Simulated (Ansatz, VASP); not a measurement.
## CuSn3: VASP beside Ansatz

```
Sn Cu
1.0
    -2.26938    2.26938    4.93480
     2.26938   -2.26938    4.93480
     2.26938    2.26938   -4.93480
Sn Cu
3 1
Cartesian
  0.0000 0.0000 4.9348
  2.2694 0.0000 2.4674
  0.0000 2.2694 2.4674
  0.0000 0.0000 0.0000
```

Change from the starting cell: volume scaled by 1.04.

Alike in both runs: task single point; functional PBE; k mesh 8 × 8 × 8; occupations fermi-dirac, width 0.05 eV; no spin polarisation.

|  | VASP | Ansatz |
| --- | --- | --- |
| version | VASP 6.6.1 | Ansatz 0.2.0 |
| potentials or method | VASP PAW PBE potentials, release 64 (Sn_d, Cu) | Ansatz PAW |
| plane-wave cutoff (eV) | 520 | 420 |
| valence electrons in the cell | 53 | 61 |

```csv
,VASP,Ansatz,Ansatz less VASP
gap on the k mesh at the Fermi level (eV),none,none,-
pressure (GPa),-2.8,-2.8,0.00
largest component of the traceless stress (GPa),0.25,0.25,+0.001
```

A gap of «none» marks a metal or a gap that the smearing closes. The two sets of potentials don't hold the same shells in valence.
